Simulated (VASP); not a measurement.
Given:

```xyz
4
Lattice="3.0222 0.0000 0.0000 -1.5111 2.6173 0.0000 0.0000 0.0000 5.1065" Properties=species:S:1:pos:R:3 pbc="T T T"
B      0.0000     0.0000     0.0000
B      0.0000     0.0000     2.5532
P      0.0000     1.7449     1.2766
P      1.5111     0.8724     3.8299
```

The numbers are results of PBEsol GGA, VASP's PBE PAW potentials (set 64) (plane waves; VASP 6.6.1), not measurements. Settings: 520 eV cut-off, Gaussian smearing of 0.050 eV, potentials B P.

Q: Predict the band gap (along the path) with the smallest direct gap where there is one.

A: 
```json
{
 "band gap (along the path)": "none (metal, semimetal or under 0.01 eV)"
}
```

The absolute energy has meaning only against runs of the same code, potentials and settings.

The structure was generated: BP was put into the NiAs type type (P6_3/mmc), which need not be its known phase. It was relaxed first, which changed the volume by +19 %.
